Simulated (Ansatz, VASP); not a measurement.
## Cross-check of NiSb (Breithauptite) between VASP and Ansatz

One calculation is typed for both programs; each brings its own data sets and cutoff. How far apart do they land? The cell is taken from a series of VASP runs on this material, whose earlier steps may have relaxed, scaled or displaced it; both programs get it as it stands.

Method: plane waves, with VASP 6.6.1 beside it; relaxation of cell and atoms at PBEsol and relaxation of cell and atoms at LDA, in Ansatz 0.2.0.

## 1. Set-up

It takes space group P6_3/mmc (No. 194, hexagonal). Conventional cell: a = 3.914 Å, b = 3.914 Å, c = 5.077 Å, α = 90.00°, β = 90.00°, γ = 120.00°. Sb has 6 Ni at 2.59 Å nearest. Nearest to Ni lie 2 Ni at 2.54 Å and 6 Sb at 2.59 Å. Farther neighbours are not listed.

## 2. VASP: relaxation of cell and atoms, PBEsol

The relaxed volume is the usual yardstick between codes: its relative difference is about their pressure difference at one cell divided by the bulk modulus.

Lines of VASP's logs that name or quote its potential files are left out, and so is its time.

The input, INCAR:

```
SYSTEM = NiSb
PREC = Accurate
ENCUT = 450
EDIFF = 1E-06
NELM = 100
ISMEAR = 0
SIGMA = 0.05
LREAL = .FALSE.
ALGO = Normal
GGA = PS
NBANDS = 23
ISPIN = 2
MAGMOM = 0 0 0 0
LASPH = .TRUE.
LMAXMIX = 4
LORBIT = 11
LWAVE = .FALSE.
LCHARG = .FALSE.
KPAR = 8
IBRION = 2
NSW = 50
ISIF = 3
EDIFFG = -0.006
```

The input, POSCAR:

```
NiSb
1.0
    3.9141414583      0.0000000000      0.0000000000
   -1.9570707292      3.3897459370      0.0000000000
    0.0000000000      0.0000000000      5.0771518291
Sb Ni
2 2
Direct
    0.6666666667      0.3333333333      0.7500000000
    0.3333333333      0.6666666667      0.2500000000
    0.0000000000      0.0000000000      0.5000000000
    0.0000000000      0.0000000000      0.0000000000
```

The input, KPOINTS:

```
Automatic mesh
0
Gamma
12 12 8
0 0 0
```

The projector-augmented-wave data sets are Sb and Ni (PBE family, release 64).

Started as:

```sh
mpirun -np 8 vasp_std
```

Numbers of over 12 decimals in the logs are rounded to 6 here.

The program printed:

```text
[banner, memory and clock lines left out]
running    8 mpi-ranks, on    1 nodes
 distrk:  each k-point on    1 cores,    8 groups
 distr:  one band on    1 cores,    1 groups

 POSCAR found type information on POSCAR SbNi
 POSCAR found :  2 types and       4 ions
|                                                                             |
|           W    W    AA    RRRRR   N    N  II  N    N   GGGG   !!!           |
|           W    W   A  A   R    R  NN   N  II  NN   N  G    G  !!!           |
|           W    W  A    A  R    R  N N  N  II  N N  N  G       !!!           |
|           W WW W  AAAAAA  RRRRR   N  N N  II  N  N N  G  GGG   !            |
|           WW  WW  A    A  R   R   N   NN  II  N   NN  G    G                |
|           W    W  A    A  R    R  N    N  II  N    N   GGGG   !!!           |
|                                                                             |
|     For optimal performance we recommend to set                             |
|       NCORE = 2 up to number-of-cores-per-socket                            |
|     NCORE specifies how many cores store one orbital (NPAR=cpu/NCORE).      |
|     This setting can greatly improve the performance of VASP for DFT.       |
|     The default, NCORE=1 might be grossly inefficient on modern             |
|     multi-core architectures or massively parallel machines. Do your        |
|     Unfortunately you need to use the default for GW and RPA                |
|     calculations (for HF NCORE is supported but not extensively tested      |
|     yet).                                                                   |
|                                                                             |

|                                                                             |
|               ----> ADVICE to this user running VASP <----                  |
|                                                                             |
|     You enforced a specific xc type in the INCAR file but a different       |
|     [... a line on the potential file left out ...]
|     I HOPE YOU KNOW WHAT YOU ARE DOING!                                     |
|                                                                             |

 LDA part: xc-table for (Slater+PW92), standard interpolation
 POSCAR, INCAR and KPOINTS ok, starting setup
 FFT: planning ... GRIDC
 FFT: planning ... GRID_SOFT
 FFT: planning ... GRID
 WAVECAR not read
 entering main loop
       N       E                     dE             d eps       ncg     rms          rms(c)
DAV:   1     0.159466967288E+03    0.15947E+03   -0.11159E+04  8748   0.120E+03
DAV:   2    -0.159336498013E+02   -0.17540E+03   -0.16666E+03  9139   0.267E+02
DAV:   3    -0.242784586564E+02   -0.83448E+01   -0.81456E+01 10786   0.724E+01
DAV:   4    -0.244488208670E+02   -0.17036E+00   -0.17021E+00  9925   0.994E+00
DAV:   5    -0.244546764009E+02   -0.58555E-02   -0.58553E-02 11648   0.191E+00    0.145E+01
DAV:   6    -0.274845216712E+02   -0.30298E+01   -0.31016E+01  9867   0.992E+01    0.188E+01
DAV:   7    -0.227320594219E+02    0.47525E+01   -0.12039E+01 10315   0.690E+01    0.345E+00
DAV:   8    -0.227350985631E+02   -0.30391E-02   -0.10649E+00 12681   0.963E+00    0.254E+00
DAV:   9    -0.226827685834E+02    0.52330E-01   -0.19243E-01 10266   0.701E+00    0.470E-01
DAV:  10    -0.226830159321E+02   -0.24735E-03   -0.58053E-03 10279   0.739E-01    0.365E-01
DAV:  11    -0.226826469700E+02    0.36896E-03   -0.71936E-04  9360   0.231E-01    0.864E-02
DAV:  12    -0.226825734757E+02    0.73494E-04   -0.18853E-04 11650   0.221E-01    0.456E-02
DAV:  13    -0.226825706237E+02    0.28521E-05   -0.18643E-05 10084   0.358E-02    0.277E-02
DAV:  14    -0.226825694110E+02    0.12126E-05   -0.42635E-06  9993   0.151E-02    0.340E-03
DAV:  15    -0.226825690842E+02    0.32681E-06   -0.33004E-07  5266   0.614E-03
   1 F= -.22682569E+02 E0= -.22681649E+02  d E =-.226826E+02  mag=     0.0000
 curvature:   0.00 expect dE= 0.000E+00 dE for cont linesearch  0.000E+00
 trial: gam= 0.00000 g(F)=  0.628E-48 g(S)=  0.494E-05 ort = 0.000E+00 (trialstep = 0.100E+01)
 search vector abs. value=  0.494E-05
 reached required accuracy - stopping structural energy minimisation
```

Parts of OUTCAR (step 2):

```text
ion  position               nearest neighbor table
   1  0.667  0.333  0.750-   3 2.59   4 2.59   3 2.59   4 2.59   3 2.59   4 2.59   2 3.40   2 3.40
                             2 3.40   2 3.40   2 3.40   2 3.40
   2  0.333  0.667  0.250-   3 2.59   4 2.59   3 2.59   4 2.59   3 2.59   4 2.59   1 3.40   1 3.40
                             1 3.40   1 3.40   1 3.40   1 3.40
   3  0.000  0.000  0.500-   4 2.54   4 2.54   1 2.59   2 2.59   1 2.59   2 2.59   1 2.59   2 2.59

  LATTYP: Found a hexagonal cell.
 ALAT       =     3.9141414583
 C/A-ratio  =     1.2971303882

 Subroutine GETGRP returns: Found 24 space group operations
 (whereof 12 operations were pure point group operations)

The static configuration has the point symmetry D_3d.
 The point group associated with its full space group is D_6h.

 Found     95 irreducible k-points:

   k-points           NKPTS =     95   k-points in BZ     NKDIM =     95   number of bands    NBANDS=     23

   dimension x,y,z NGX =    28 NGY =   28 NGZ =   36
   dimension x,y,z NGXF=    56 NGYF=   56 NGZF=   72

   ENCUT  =  450.0 eV  33.07 Ry    5.75 a.u.   6.77  6.77  8.78*2*pi/ulx,y,z

   NELECT =      30.0000    total number of electrons

 k-points in reciprocal lattice and weights: Automatic mesh
   0.00000000  0.00000000  0.00000000       0.001
   0.08333333 -0.00000000  0.00000000       0.005
   0.16666667 -0.00000000  0.00000000       0.005
   0.25000000  0.00000000  0.00000000       0.005
   0.33333333 -0.00000000  0.00000000       0.005
   0.41666667  0.00000000  0.00000000       0.005
   0.50000000  0.00000000  0.00000000       0.003
   0.08333333  0.08333333  0.00000000       0.005
   0.16666667  0.08333333  0.00000000       0.010
[...]
0.33333333  0.25000000  0.50000000       0.010
   0.33333333  0.33333333  0.50000000       0.002

 average (electrostatic) potential at core
       1 -82.5710       2 -82.5710       3 -81.1344       4 -81.1344

 E-fermi :  10.1618

 spin component 1
 k-point     1 :       0.0000    0.0000    0.0000
  band No.  band energies     occupation
    ...
      9       7.9574      1.00000
     10       7.9574      1.00000
     11       8.7778      1.00000
     12       8.7778      1.00000
     13      10.1298      0.81721
     14      10.7004      0.00000
     15      10.7004      0.00000
     16      12.6374      0.00000
     17      12.6374      0.00000
     18      13.2071      0.00000
    ...

 k-point     2 :       0.0833   -0.0000    0.0000
  band No.  band energies     occupation
    ...
     10       7.9738      1.00000
     11       8.7728      1.00000
     12       8.7785      1.00000
     13      10.0243      0.99995
     14      10.1009      0.95753
     15      10.3738      0.00000
     16      12.1256      0.00000
     17      12.9416      0.00000
     18      14.1101      0.00000
     19      14.1598      0.00000
    ...

 k-point     3 :       0.1667   -0.0000    0.0000
  band No.  band energies     occupation
    ...
     11       8.7599      1.00000
     12       8.7805      1.00000
     13       8.9925      1.00000
     14       9.7429      1.00000
     15      10.0052      1.00000
     16      11.5796      0.00000
     17      13.4639      0.00000
     18      13.5773      0.00000
     19      14.7904      0.00000
     20      15.8970      0.00000
    ...

 k-point     4 :       0.2500    0.0000    0.0000
  band No.  band energies     occupation
    ...
     11       8.3769      1.00000
     12       8.7438      1.00000
     13       8.7838      1.00000
     14       9.1038      1.00000
     15       9.8007      1.00000
     16      10.9934      0.00000
     17      12.7119      0.00000
     18      13.8587      0.00000
     19      14.2851      0.00000
     20      16.2752      0.00000
    ...

 k-point     5 :       0.3333   -0.0000    0.0000
  band No.  band energies     occupation
    ...
     11       8.1476      1.00000
     12       8.5510      1.00000
     13       8.7286      1.00000
     14       8.7880      1.00000
     15       9.3992      1.00000
     16      10.4082      0.00000
     17      11.9054      0.00000
     18      13.8455      0.00000
     19      14.0789      0.00000
     20      15.9176      0.00000
    ...

 k-point     6 :       0.4167    0.0000    0.0000
  band No.  band energies     occupation
    ...
     12       8.1965      1.00000
     13       8.7140      1.00000
     14       8.7919      1.00000
     15       8.8269      1.00000
     16       9.9575      1.00000
     17      11.4459      0.00000
     18      13.6098      0.00000
     19      14.1810      0.00000
     20      15.6159      0.00000
     21      15.7013      0.00000
    ...

  Total       -0.0141495     -0.0141495     -0.0029832      0.0000000      0.0000000     -0.0000000
  in kB       -0.3365323     -0.3365323     -0.0709538      0.0000000      0.0000000     -0.0000000
  external PRESSURE =      -0.2480061 kB  Pullay stress =       0.0000000 kB

  energy-cutoff  :      450.00
  volume of cell :       67.36
      direct lattice vectors                 reciprocal lattice vectors
     3.914141458  0.000000000  0.000000000     0.255483868  0.147503680  0.000000000
    -1.957070729  3.389745937  0.000000000     0.000000000  0.295007360  0.000000000
     0.000000000  0.000000000  5.077151829     0.000000000  0.000000000  0.196960822

 POSITION                                       TOTAL-FORCE (eV/Angst)
 -----------------------------------------------------------------------------------
      1.95707      1.12992      3.80786         0.000000     -0.000000      0.000000
     -0.00000      2.25983      1.26929         0.000000      0.000000      0.000000
      0.00000      0.00000      2.53858        -0.000000      0.000000      0.000000
      0.00000      0.00000      0.00000        -0.000000      0.000000      0.000000
 -----------------------------------------------------------------------------------
    total drift:                                0.000000     -0.000000      0.000000

  FREE ENERGIE OF THE ION-ELECTRON SYSTEM (eV)
  ---------------------------------------------------
  free  energy   TOTEN  =       -22.6825690842 eV

  energy  without entropy=      -22.6807293598  energy(sigma->0) =      -22.68164922

 reached required accuracy - stopping structural energy minimisation

 total charge
# of ion       s       p       d       tot
------------------------------------------
    1        1.130   1.230   0.078   2.439
    2        1.130   1.230   0.078   2.439
    3        0.460   0.504   8.476   9.440
    4        0.460   0.504   8.476   9.440
--------------------------------------------------
tot          3.179   3.468  17.109  23.756

 magnetization (x)
# of ion       s       p       d       tot
------------------------------------------
    1        0.000  -0.000  -0.000  -0.000
    2        0.000  -0.000  -0.000  -0.000
    3        0.000   0.000   0.000   0.000
    4        0.000   0.000   0.000   0.000
--------------------------------------------------
tot          0.000  -0.000   0.000   0.000

[... 1 further part left out ...]
```

This run allows spin, but its moments start at zero, where symmetry between the spins tends to hold them, although Ni can carry a moment. The PAW data sets were made with PBE, which is usual practice but a small mismatch for other functionals. The run keeps the 24 symmetry operations of its start, so it cannot find a distortion of lower symmetry.

(Continued in part 2 of 2.)

[Lines on the potential files, build, host, timing and source positions are cut from VASP's logs without a mark.]

[Logs are printed without paths, hosts, clocks, repeated set-up lines and the standing remarks that a program may print on its own settings, such as how far it seeks lower states.]

[Hosts, paths, dates, database ids (printed as entryN), source tags and the programs' standing remarks are cut or masked in the printed files.]
